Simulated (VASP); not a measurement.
Method: optB88-vdW, VASP's PBE PAW potentials (set 64) (plane waves; VASP 6.6.1).

VASP ran on this input.

INCAR:
```
# general
SYSTEM   = BAs
PREC     = Accurate
ENCUT    = 520
LREAL    = .FALSE.
LASPH    = .TRUE.

# electronic loop
EDIFF    = 1E-7
NELM     = 100
ALGO     = Normal
LMAXMIX  = 4

# smearing
ISMEAR   = -5

# functional
GGA      = BO
LUSE_VDW = .TRUE.
AGGAC    = 0.0
PARAM1   = 0.1833333333
PARAM2   = 0.22

# ions
ISIF     = 2

# output
LWAVE    = .FALSE.
LCHARG   = .TRUE.
LORBIT   = 11
NEDOS    = 601
```

POSCAR:
```
BAs
1
    0.0000000000     2.4125180135     2.4125180135
    2.4125180135     0.0000000000     2.4125180135
    2.4125180135     2.4125180135     0.0000000000
B As
1 1
Direct
  0.0000000000   0.0000000000   0.0000000000
  0.2500000000   0.2500000000   0.2500000000
```

File KPOINTS:
```
Automatic mesh
0
Gamma
11 11 11
0 0 0
```

POTCAR, in this order: B As (PBE.64 set). Program: vasp_std.

Output

File OSZICAR:
```
       N       E                     dE             d eps       ncg     rms          rms(c)
DAV:   1     0.169129234302E+02    0.16913E+02   -0.38604E+03   896   0.878E+02
DAV:   2    -0.929705790537E+01   -0.26210E+02   -0.25978E+02  1392   0.108E+02
DAV:   3    -0.969001031817E+01   -0.39295E+00   -0.39295E+00  1016   0.179E+01
DAV:   4    -0.969070110640E+01   -0.69079E-03   -0.69079E-03  1304   0.820E-01
DAV:   5    -0.969070165943E+01   -0.55303E-06   -0.55303E-06  1040   0.133E-02    0.460E+00
DAV:   6    -0.915360840170E+01    0.53709E+00   -0.17897E+00   944   0.683E+00    0.225E+00
DAV:   7    -0.909493152510E+01    0.58677E-01   -0.19062E-01  1272   0.272E+00    0.922E-01
DAV:   8    -0.908767516024E+01    0.72564E-02   -0.31516E-02  1160   0.122E+00    0.120E-01
DAV:   9    -0.908791544623E+01   -0.24029E-03   -0.49653E-04  1000   0.195E-01    0.774E-02
DAV:  10    -0.908803989501E+01   -0.12445E-03   -0.25186E-04   912   0.134E-01    0.184E-02
DAV:  11    -0.908804440088E+01   -0.45059E-05   -0.50686E-06  1312   0.241E-02    0.163E-02
DAV:  12    -0.908804369004E+01    0.71084E-06   -0.25496E-06   920   0.959E-03    0.161E-03
DAV:  13    -0.908804370395E+01   -0.13912E-07   -0.80108E-08   544   0.261E-03
   1 F= -.90880437E+01 E0= -.90880437E+01  d E =0.000000E+00
```

**OUTCAR**
```
------------------------ aborting loop because EDIFF is reached ----------------------------------------
  FORCE on cell =-STRESS in cart. coord.  units (eV):
  Direction    XX          YY          ZZ          XY          YZ          ZX
  --------------------------------------------------------------------------------------
  Total        0.0003334      0.0003334      0.0003334     -0.0000000      0.0000000     -0.0000000
  in kB        0.0190200      0.0190200      0.0190200     -0.0000000      0.0000000     -0.0000000
  external PRESSURE =       0.0190200 kB  Pullay stress =       0.0000000 kB
  volume of cell :       28.08
      direct lattice vectors                 reciprocal lattice vectors
     0.000000000  2.412518014  2.412518014    -0.207252339  0.207252339  0.207252339
     2.412518014  0.000000000  2.412518014     0.207252339 -0.207252339  0.207252339
     2.412518014  2.412518014  0.000000000     0.207252339  0.207252339 -0.207252339
  FREE ENERGIE OF THE ION-ELECTRON SYSTEM (eV)
  ---------------------------------------------------
  free  energy   TOTEN  =        -9.0880437039 eV

  energy  without entropy=       -9.0880437039  energy(sigma->0) =       -9.08804370

 total charge

# of ion       s       p       d       tot
------------------------------------------
    1        0.655   1.152   0.000   1.806
    2        1.181   1.649   0.082   2.912
--------------------------------------------------
tot          1.835   2.801   0.082   4.719
```
(Selected blocks of OUTCAR.)

The compound is BAs in the zinc blende structure. It was relaxed first.
